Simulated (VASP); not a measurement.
Level of theory: PBEsol GGA, VASP's PBE PAW potentials (set 64) (plane waves; VASP 6.6.1).

A VASP calculation is set up with these files.

### KPOINTS
```
Automatic
0
G
  6 6 6
```

### INCAR
```
ALGO = Normal
EDIFF = 1E-6
EDIFFG = -0.02
ENCUT = 500
GGA = PS
IBRION = 2
ISIF = 3
ISMEAR = 0
LASPH = .True.
LCHARG = .False.
LMAXMIX = 4
LREAL = .False.
LWAVE = .False.
NELM = 100
NSW = 40
PREC = Accurate
SIGMA = 0.05
SYSTEM = CuGaSe2
```

**POSCAR**
```
CuGaSe2
1
   -2.7867222872     2.7867222872     5.5217946228
    2.7867222872    -2.7867222872     5.5217946228
    2.7867222872     2.7867222872    -5.5217946228
Ga Cu Se
2 2 4
Direct
  0.5000000000   0.5000000000   0.0000000000
  0.2500000000   0.7500000000   0.5000000000
  0.0000000000   1.0000000000   0.0000000000
  0.7500000000   0.2500000000   0.5000000000
  0.8750000000   0.8827299610   0.5077299610
  0.1172700390   0.6250000000   0.9922700390
  0.3750000000   0.3672700390   0.4922700390
  0.6327299610   0.1250000000   0.0077299610
```

POTCAR, in this order: Ga_d Cu Se (PBE.64 set). Program: vasp_std.

Q: Predict the energy per atom (σ→0), volume per atom, band gap (on the k-mesh).

A: 
```
Quantity                           Value
------------------------  --------------
energy per atom (σ→0)     -4.301 eV/atom
band gap (on the k-mesh)         0.13 eV
volume per atom           21.54 Å^3/atom
```

### OSZICAR
```
...
DAV:   2    -0.344142759381E+02    0.93765E-02   -0.17484E-01  2960   0.886E+00    0.518E-01
DAV:   3    -0.344072406487E+02    0.70353E-02   -0.46510E-02  3144   0.456E+00    0.250E-01
DAV:   4    -0.344059396333E+02    0.13010E-02   -0.33976E-03  3557   0.481E-01    0.774E-02
DAV:   5    -0.344058340243E+02    0.10561E-03   -0.52933E-04  3424   0.396E-01    0.222E-02
DAV:   6    -0.344058194291E+02    0.14595E-04   -0.71960E-05  3455   0.585E-02    0.908E-03
DAV:   7    -0.344058172604E+02    0.21688E-05   -0.10567E-05  3650   0.285E-02    0.438E-03
DAV:   8    -0.344058172401E+02    0.20221E-07   -0.14394E-06  1721   0.230E-02
   2 F= -.34405817E+02 E0= -.34405795E+02  d E =-.606752E-03
```

The compound is CuGaSe2 in the chalcopyrite structure. This run relaxes it. Symmetry was kept, so distortions that lower it aren't found.
